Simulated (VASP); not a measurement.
Crystal: SnTeS4.

```
Sn Te S
1.0
     3.84671    0.00000    0.00000
    -1.92336    3.33135    0.00000
     0.00000    0.00000   13.24679
Sn Te S
1 1 4
Direct
  0.00000 0.00000 0.50000
  0.00000 0.00000 0.00000
  0.66667 0.33333 0.88976
  0.66667 0.33333 0.37664
  0.33333 0.66667 0.62336
  0.33333 0.66667 0.11024
```

The cell was built by a generator and needn't be a form met in nature.

| Quantity | Value |
| --- | --- |
| Program | VASP 6.6.1 |
| Task | relaxation of cell and atoms |
| Functional | PBE |
| Potentials or basis | VASP PAW PBE potentials, release 64 (Sn_d, Te, S) |
| Cutoff | 520 eV |
| k mesh | 4 × 4 × 1 |
| Occupations | gaussian, width 0.15 eV |
| Spin | no spin polarisation |

At the start: pressure -2.7 GPa; volume 28.29 Å³/atom.

Problem. How do energy, volume and symmetry change on relaxing?

Solution. Over 8 steps the energy falls by 77.3 meV/atom and the volume is 26.71 Å³/atom (-5.6 %); space group P-3m1 (No. 164, to 0.05 Å).

The path:
| step | energy change (eV) | largest force (eV/Å) | pressure (GPa) | volume (Å³) |
| --- | --- | --- | --- | --- |
| 1 | 0.0000 | 1.5723 | -2.66 | 169.75 |
| 2 | -0.2947 | 1.1173 | 1.11 | 158.46 |
| 3 | -0.3010 | 1.2027 | 2.27 | 156.28 |
| 4 | -0.4550 | 0.2609 | 0.84 | 158.36 |
| 5 | -0.4581 | 0.2146 | 0.70 | 158.67 |
| 6 | -0.4582 | 0.2372 | 0.72 | 158.72 |
| 7 | -0.4609 | 0.1112 | -0.62 | 161.48 |
| 8 | -0.4640 | 0.0319 | -0.21 | 160.26 |

Final structure:
```
CELL_PARAMETERS angstrom
3.77315 0.00000 0.00000
-1.88657 3.26764 0.00000
0.00000 0.00000 12.99841
ATOMIC_POSITIONS crystal
Sn 0.00000 0.00000 0.50000
Te 0.00000 0.00000 0.00000
S 0.66667 0.33333 0.87927
S 0.66667 0.33333 0.38862
S 0.33333 0.66667 0.61138
S 0.33333 0.66667 0.12073
```

Caveat: the k mesh is coarse (spacing up to 0.47 Å⁻¹), so the values aren't converged; this functional lacks dispersion, which binds the layers, so the pressure and a relaxed spacing across them are unreliable.
